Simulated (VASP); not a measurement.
```xyz
3
Lattice="0.0000 2.2077 2.2077 2.2077 0.0000 2.2077 2.2077 2.2077 0.0000" Properties=species:S:1:pos:R:3 pbc="T T T"
Li     1.1038     1.1038     1.1038
Li     3.3115     3.3115     3.3115
O      0.0000     0.0000     0.0000
```

The numbers are results of LDA (Ceperley-Alder, Perdew-Zunger), VASP's LDA PAW potentials (set 64) (plane waves; VASP 6.6.1), not measurements. Run with 620 eV cut-off, 9×9×9 Γ-centred mesh, Gaussian smearing of 0.050 eV, potentials Li_sv O.

### Question
Estimate the energy per atom (σ→0), pressure.

### Answer

The energy per atom (σ→0) comes out as -5.243 eV/atom and the pressure is 5.02 GPa.

The absolute energy has meaning only against runs of the same code, potentials and settings.

The compound is Li2O in the antifluorite structure. It was relaxed first under an external pressure of 5 GPa.
